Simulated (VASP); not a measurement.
All values below come from r2SCAN meta-GGA, VASP's PBE PAW potentials (set 64) (plane waves; VASP).

VASP ran on this input.

File POSCAR:
```
ZrGe
1
    4.0565533926     0.0000000000     0.0000000000
   -2.0282766963     3.5130786836     0.0000000000
    0.0000000000    -0.0000000000     3.1090122480
Zr Ge
1 1
Direct
  0.0000000000   0.0000000000   0.0000000000
  0.6666670000   0.3333330000   0.5000000000
```

KPOINTS:
```
Automatic mesh
0
Gamma
9 9 11
0 0 0
```

### INCAR
```
ALGO = Normal
EDIFF = 1E-6
EDIFFG = -0.01
ENCUT = 400
IBRION = 2
ISIF = 3
ISMEAR = 1
LASPH = .TRUE.
LCHARG = .FALSE.
LMAXMIX = 4
LMIXTAU = .TRUE.
LREAL = .FALSE.
LWAVE = .FALSE.
METAGGA = R2SCAN
NELM = 100
NSW = 60
PREC = Accurate
SIGMA = 0.1
SYSTEM = ZrGe
```

POTCAR, in this order: Zr_sv Ge_d (PBE.64 set). Program: vasp_std.

What VASP printed:

### OUTCAR
```
 ion  position               nearest neighbor table
   1  0.000  0.000  0.000-   2 2.81   2 2.81   2 2.81   2 2.81   2 2.81   2 2.81
   2  0.667  0.333  0.500-   1 2.81   1 2.81   1 2.81   1 2.81   1 2.81   1 2.81
  LATTYP: Found a hexagonal cell.
 ALAT       =     4.0565533926
 C/A-ratio  =     0.7664171890
 Subroutine PRICEL returns:
 Original cell was already a primitive cell.
 Subroutine GETGRP returns: Found 12 space group operations
The static configuration has the point symmetry D_3h.
The dynamic configuration has the point symmetry D_3h.
 Subroutine INISYM returns: Found 12 space group operations
 Subroutine IBZKPT returns following result:
 Found     72 irreducible k-points:

 Following reciprocal coordinates:
            Coordinates               Weight
  0.000000  0.000000  0.000000      1.000000
  0.111111  0.000000  0.000000      6.000000
  0.222222  0.000000  0.000000      6.000000
  0.333333  0.000000  0.000000      6.000000
  0.444444  0.000000  0.000000      6.000000
  0.111111  0.111111  0.000000      6.000000
  0.222222  0.111111  0.000000     12.000000
  0.333333  0.111111  0.000000     12.000000
...
```

File OSZICAR:
```
       N       E                     dE             d eps       ncg     rms          rms(c)
DAV:   1     0.172323644516E+03    0.17232E+03   -0.12737E+04  2577   0.308E+03
DAV:   2    -0.254376745434E+02   -0.19776E+03   -0.19499E+03  2481   0.530E+02
DAV:   3    -0.448893597867E+02   -0.19452E+02   -0.19148E+02  3085   0.136E+02
DAV:   4    -0.458193978588E+02   -0.93004E+00   -0.92818E+00  3989   0.266E+01
DAV:   5    -0.458411311098E+02   -0.21733E-01   -0.21704E-01  3306   0.306E+00    0.135E+01
DAV:   6    -0.373855604529E+02    0.84556E+01   -0.60314E+00  3851   0.348E+01    0.341E+00
DAV:   7    -0.375562821073E+02   -0.17072E+00   -0.14429E+00  2547   0.903E+00    0.111E+00
DAV:   8    -0.372176807437E+02    0.33860E+00   -0.12499E+00  2888   0.745E+00    0.836E-01
DAV:   9    -0.374083588605E+02   -0.19068E+00   -0.10454E-01  2902   0.319E+00    0.491E-01
DAV:  10    -0.375685908554E+02   -0.16023E+00   -0.12066E-01  2934   0.274E+00    0.211E-01
DAV:  11    -0.376073523539E+02   -0.38761E-01   -0.25963E-02  2563   0.117E+00    0.944E-02
DAV:  12    -0.376146917075E+02   -0.73394E-02   -0.17285E-02  3073   0.987E-01    0.664E-02
DAV:  13    -0.376161713650E+02   -0.14797E-02   -0.15783E-03  2952   0.338E-01    0.343E-02
DAV:  14    -0.376170421391E+02   -0.87077E-03   -0.12218E-03  2538   0.263E-01    0.192E-02
DAV:  15    -0.376173491828E+02   -0.30704E-03   -0.39101E-04  2693   0.134E-01    0.996E-03
DAV:  16    -0.376173818564E+02   -0.32674E-04   -0.39388E-05  3288   0.433E-02    0.479E-03
DAV:  17    -0.376173913219E+02   -0.94655E-05   -0.44140E-06  2312   0.152E-02    0.317E-03
DAV:  18    -0.376173857655E+02    0.55564E-05   -0.66246E-06  2304   0.156E-02    0.152E-03
DAV:  19    -0.376173943872E+02   -0.86217E-05   -0.56977E-07  1488   0.697E-03    0.814E-04
DAV:  20    -0.376173884958E+02    0.58914E-05   -0.59274E-07  1331   0.541E-03    0.272E-04
DAV:  21    -0.376173885885E+02   -0.92694E-07   -0.56848E-08  1273   0.238E-03
   1 F= -.37617389E+02 E0= -.37617773E+02  d E =-.376174E+02
       N       E                     dE             d eps       ncg     rms          rms(c)
DAV:   1    -0.376931133390E+02   -0.75725E-01   -0.24853E+00  2760   0.179E+01    0.187E+00
DAV:   2    -0.376390142525E+02    0.54099E-01   -0.11485E-01  3281   0.395E+00    0.963E-01
DAV:   3    -0.376198522611E+02    0.19162E-01   -0.58880E-02  3390   0.259E+00    0.346E-01
DAV:   4    -0.376234965838E+02   -0.36443E-02   -0.68975E-03  2585   0.687E-01    0.218E-01
DAV:   5    -0.376210897722E+02    0.24068E-02   -0.49365E-03  2648   0.580E-01    0.562E-02
DAV:   6    -0.376233701898E+02   -0.22804E-02   -0.30804E-03  2500   0.380E-01    0.306E-02
DAV:   7    -0.376234591176E+02   -0.88928E-04   -0.14248E-04  3220   0.966E-02    0.178E-02
DAV:   8    -0.376234293309E+02    0.29787E-04   -0.31470E-05  2786   0.505E-02    0.386E-03
DAV:   9    -0.376234463728E+02   -0.17042E-04   -0.69004E-06  2653   0.217E-02    0.251E-03
DAV:  10    -0.376234450414E+02    0.13314E-05   -0.40294E-07  1396   0.559E-03    0.114E-03
DAV:  11    -0.376234474165E+02   -0.23751E-05   -0.14450E-07  1280   0.517E-03    0.438E-04
DAV:  12    -0.376234463528E+02    0.10637E-05   -0.76410E-08  1254   0.264E-03    0.888E-05
DAV:  13    -0.376234468943E+02   -0.54148E-06   -0.22890E-08  1248   0.138E-03
   2 F= -.37623447E+02 E0= -.37623733E+02  d E =-.605831E-02
       N       E                     dE             d eps       ncg     rms          rms(c)
DAV:   1    -0.376235426899E+02   -0.96337E-04   -0.30357E-03  2783   0.638E-01    0.655E-02
DAV:   2    -0.376234751809E+02    0.67509E-04   -0.14279E-04  3255   0.140E-01    0.335E-02
DAV:   3    -0.376234499406E+02    0.25240E-04   -0.71772E-05  3395   0.921E-02    0.119E-02
DAV:   4    -0.376234557863E+02   -0.58457E-05   -0.74431E-06  2686   0.234E-02    0.772E-03
DAV:   5    -0.376234508816E+02    0.49047E-05   -0.53700E-06  2663   0.202E-02    0.199E-03
DAV:   6    -0.376234558760E+02   -0.49944E-05   -0.37983E-06  2323   0.141E-02    0.104E-03
DAV:   7    -0.376234546756E+02    0.12004E-05   -0.28395E-07  1240   0.441E-03    0.517E-04
DAV:   8    -0.376234556125E+02   -0.93695E-06   -0.47217E-08  1235   0.223E-03
   3 F= -.37623456E+02 E0= -.37623738E+02  d E =-.606702E-02
       N       E                     dE             d eps       ncg     rms          rms(c)
DAV:   1    -0.376921794130E+02   -0.68725E-01   -0.18223E+00  3039   0.174E+01    0.174E+00
DAV:   2    -0.376377484679E+02    0.54431E-01   -0.12404E-01  3163   0.411E+00    0.790E-01
DAV:   3    -0.376249706480E+02    0.12778E-01   -0.45157E-02  3364   0.236E+00    0.349E-01
DAV:   4    -0.376212243016E+02    0.37463E-02   -0.10775E-02  2830   0.841E-01    0.102E-01
DAV:   5    -0.376235795717E+02   -0.23553E-02   -0.97320E-03  2553   0.763E-01    0.731E-02
DAV:   6    -0.376253279345E+02   -0.17484E-02   -0.19090E-03  2481   0.355E-01    0.443E-02
DAV:   7    -0.376253564495E+02   -0.28515E-04   -0.19802E-04  3509   0.122E-01    0.187E-02
DAV:   8    -0.376253720242E+02   -0.15575E-04   -0.17972E-05  2758   0.409E-02    0.997E-03
DAV:   9    -0.376253763289E+02   -0.43046E-05   -0.75934E-06  2809   0.271E-02    0.211E-03
DAV:  10    -0.376253816100E+02   -0.52811E-05   -0.14285E-06  1875   0.122E-02    0.135E-03
DAV:  11    -0.376253790495E+02    0.25605E-05   -0.43914E-07  1352   0.716E-03    0.888E-04
DAV:  12    -0.376253802361E+02   -0.11866E-05   -0.54413E-08  1247   0.242E-03    0.484E-04
DAV:  13    -0.376253801117E+02    0.12434E-06   -0.19029E-08  1238   0.139E-03
   4 F= -.37625380E+02 E0= -.37625843E+02  d E =-.192450E-02
       N       E                     dE             d eps       ncg     rms          rms(c)
DAV:   1    -0.376282890197E+02   -0.29088E-02   -0.75313E-02  3036   0.348E+00    0.357E-01
DAV:   2    -0.376260222690E+02    0.22668E-02   -0.50521E-03  3163   0.834E-01    0.162E-01
DAV:   3    -0.376255002820E+02    0.52199E-03   -0.18423E-03  3332   0.475E-01    0.723E-02
DAV:   4    -0.376253429320E+02    0.15735E-03   -0.45017E-04  2903   0.171E-01    0.209E-02
DAV:   5    -0.376254449351E+02   -0.10200E-03   -0.38146E-04  2543   0.152E-01    0.148E-02
DAV:   6    -0.376255054847E+02   -0.60550E-04   -0.85231E-05  2481   0.744E-02    0.861E-03
DAV:   7    -0.376255114554E+02   -0.59707E-05   -0.91700E-06  3199   0.262E-02    0.338E-03
DAV:   8    -0.376255103684E+02    0.10870E-05   -0.70047E-07  1689   0.835E-03    0.173E-03
DAV:   9    -0.376255112167E+02   -0.84828E-06   -0.30992E-07  1252   0.543E-03
   5 F= -.37625511E+02 E0= -.37625935E+02  d E =-.205560E-02
```

File OUTCAR:
```
------------------------ aborting loop because EDIFF is reached ----------------------------------------
  FORCE on cell =-STRESS in cart. coord.  units (eV):
  Direction    XX          YY          ZZ          XY          YZ          ZX
  --------------------------------------------------------------------------------------
  Total        0.0018258      0.0018258     -0.0139381      0.0000000      0.0000000      0.0000000
  in kB        0.0660601      0.0660601     -0.5043136      0.0000000      0.0000000      0.0000000
  external PRESSURE =      -0.1240645 kB  Pullay stress =       0.0000000 kB
  volume of cell :       44.28
      direct lattice vectors                 reciprocal lattice vectors
     4.096326523  0.000000000  0.000000000     0.244121164  0.140943404  0.000000000
    -2.048163261  3.547523236 -0.000000000     0.000000000  0.281886808  0.000000000
     0.000000000 -0.000000000  3.047149018     0.000000000  0.000000000  0.328175614
 POSITION                                       TOTAL-FORCE (eV/Angst)
 -----------------------------------------------------------------------------------
      0.00000     -0.00000      0.00000        -0.000000      0.000000      0.000000
      2.04817      1.18251      1.52357         0.000000     -0.000000      0.000000
 -----------------------------------------------------------------------------------
    total drift:                               -0.001123      0.000659      0.000000
  FREE ENERGIE OF THE ION-ELECTRON SYSTEM (eV)
  ---------------------------------------------------
  free  energy   TOTEN  =       -37.6255112167 eV

  energy  without entropy=      -37.6267830774  energy(sigma->0) =      -37.62593517

 reached required accuracy - stopping structural energy minimisation
```
(Selected blocks of OUTCAR.)

File CONTCAR:
```
ZrGe
   1.00000000000000
     4.0963265227543353    0.0000000000000000    0.0000000000000000
    -2.0481632613771676    3.5475232363261346   -0.0000000000000000
     0.0000000000000000   -0.0000000000000000    3.0471490183249008
  Zr              Ge
     1     1
Direct
     0.0000000000000000    0.0000000000000000    0.0000000000000000
     0.6666669999999968    0.3333330000000032    0.5000000000000000
```

The structure was generated: ZrGe was put into the WC type (P-6m2), which need not be its known phase. This run relaxes it. Symmetry was kept, so distortions that lower it aren't found. The start is the result of an earlier pass.
